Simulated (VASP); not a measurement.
These are PBEsol GGA, VASP's PBE PAW potentials (set 64) (plane waves; VASP) values and carry that method's errors.

VASP input:

INCAR:
```
ALGO  =  Normal
EDIFF  =  1E-6
ENCUT  =  300
GGA  =  PS
ISIF  =  2
ISMEAR  =  0
LASPH  =  .TRUE.
LCHARG  =  .FALSE.
LMAXMIX  =  6
LREAL  =  .FALSE.
LWAVE  =  .FALSE.
NELM  =  100
PREC  =  Accurate
SIGMA  =  0.1
SYSTEM  =  Hf5Sc
```

### KPOINTS
```
kpoints
0
G
 5 5 5
0 0 0
```

POSCAR:
```
Hf5Sc
1
    5.5614700000     0.0000000000     0.0000000000
   -2.7807350000     4.8163740000     0.0000000000
    0.0000000000     0.0000000000     5.0245000000
Hf Sc
5 1
Direct
  0.6605300000   0.0000000000   0.0000000000
  0.3394700000   0.3394700000   0.0000000000
  0.0000000000   0.6605300000   0.0000000000
  0.3333330000   0.6666670000   0.5000000000
  0.6666670000   0.3333330000   0.5000000000
  0.0000000000   0.0000000000   0.5000000000
```

POTCAR, in this order: Hf_pv Sc_sv (PBE.64 set). Program: vasp_std.

The run wrote:

### OSZICAR
```
       N       E                     dE             d eps       ncg     rms          rms(c)
DAV:   1     0.367764363196E+03    0.36776E+03   -0.24743E+04  1112   0.109E+03
DAV:   2    -0.219742356453E+02   -0.38974E+03   -0.38458E+03  1080   0.413E+02
DAV:   3    -0.588071465532E+02   -0.36833E+02   -0.35070E+02  1680   0.882E+01
DAV:   4    -0.618516474486E+02   -0.30445E+01   -0.28582E+01  1672   0.192E+01
DAV:   5    -0.620396494422E+02   -0.18800E+00   -0.18022E+00  1568   0.343E+00    0.103E+02
DAV:   6    -0.598361616926E+02    0.22035E+01   -0.57763E+00  1536   0.154E+01    0.548E+01
DAV:   7    -0.596587327050E+02    0.17743E+00   -0.84648E+00  1624   0.138E+01    0.138E+01
DAV:   8    -0.591473406216E+02    0.51139E+00   -0.22101E+00  1632   0.822E+00    0.520E+00
DAV:   9    -0.591431213904E+02    0.42192E-02   -0.18955E-01  1712   0.165E+00    0.177E+00
DAV:  10    -0.591349229753E+02    0.81984E-02   -0.76004E-02  1560   0.178E+00    0.956E-01
DAV:  11    -0.591344203801E+02    0.50260E-03   -0.48273E-03  1624   0.542E-01    0.140E-01
DAV:  12    -0.591344516873E+02   -0.31307E-04   -0.36088E-04  1556   0.125E-01    0.615E-02
DAV:  13    -0.591344269259E+02    0.24761E-04   -0.17048E-04  1760   0.806E-02    0.942E-02
DAV:  14    -0.591344220855E+02    0.48404E-05   -0.13010E-05  1396   0.160E-02    0.253E-02
DAV:  15    -0.591344227579E+02   -0.67237E-06   -0.22520E-06   992   0.894E-03
   1 F= -.59134423E+02 E0= -.59122599E+02  d E =-.236477E-01
```

### OUTCAR
```
------------------------ aborting loop because EDIFF is reached ----------------------------------------
  FORCE on cell =-STRESS in cart. coord.  units (eV):
  Direction    XX          YY          ZZ          XY          YZ          ZX
  --------------------------------------------------------------------------------------
  Total       -3.2170826     -3.2170822     -2.7683913     -0.0000000      0.0000000      0.0000000
  in kB      -38.2974749    -38.2974701    -32.9560688     -0.0000000      0.0000000      0.0000000
  external PRESSURE =     -36.5170046 kB  Pullay stress =       0.0000000 kB
  volume of cell :      134.59
      direct lattice vectors                 reciprocal lattice vectors
     5.561470000  0.000000000  0.000000000     0.179808576  0.103812536  0.000000000
    -2.780735000  4.816374000  0.000000000     0.000000000  0.207625072  0.000000000
     0.000000000  0.000000000  5.024500000     0.000000000  0.000000000  0.199024779
 POSITION                                       TOTAL-FORCE (eV/Angst)
 -----------------------------------------------------------------------------------
      3.67352      0.00000      0.00000        -0.034134      0.000000      0.000000
      0.94398      1.63501      0.00000         0.017067      0.029561      0.000000
     -1.83676      3.18136      0.00000         0.017067     -0.029561     -0.000000
     -0.00000      3.21092      2.51225        -0.000000      0.000000     -0.000000
      2.78074      1.60546      2.51225         0.000000      0.000000     -0.000000
      0.00000      0.00000      2.51225        -0.000000      0.000000     -0.000000
 -----------------------------------------------------------------------------------
    total drift:                               -0.000001     -0.000001     -0.000000
  FREE ENERGIE OF THE ION-ELECTRON SYSTEM (eV)
  ---------------------------------------------------
  free  energy   TOTEN  =       -59.1344227579 eV

  energy  without entropy=      -59.1107751041  energy(sigma->0) =      -59.12259893
```
(Selected blocks of OUTCAR.)

At this cut-off the stress carries a Pulay error, which pulls relaxed volumes low.

The structure comes from a computed database's Hf5Sc entry (P-62m); how it stands against other phases isn't given here. The cell was not relaxed at this level. The electron count is odd and the run is not spin-polarised, which forces a metal.
